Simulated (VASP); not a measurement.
A cell of Os (hcp) near equilibrium:

```
CELL_PARAMETERS angstrom
      1.36549    -2.36510     0.00000
      1.36549     2.36510     0.00000
      0.00000     0.00000     4.30623
ATOMIC_POSITIONS crystal
  Os 0.33333 0.66667 0.25000
  Os 0.66667 0.33333 0.75000
```

Method: PBEsol GGA, VASP's PBE PAW potentials (set 64) (plane waves; VASP 6.6.1).

```csv
run,ΔE (meV/atom),σxx,σyy,σzz,"largest shear component, with its sign (GPa)",largest force (eV/Å)
as it is,0.0,0.04,0.04,0.04,0.00,0.000
after one change,6.9,-10.67,-4.03,-3.56,0.00,0.071
```
Stress is in GPa, positive when the cell is compressed.

Problem. Which change was made?
(A) atom 2 (Os) moved by 0.025 Å along z
(B) uniaxial strain of +1.5 % along x
(C) atom 2 (Os) moved by -0.075 Å along x
(D) uniaxial strain of +0.5 % along x with the ions relaxed

Solution. B, uniaxial strain of +1.5 % along x

The compound is Os in the hcp structure.
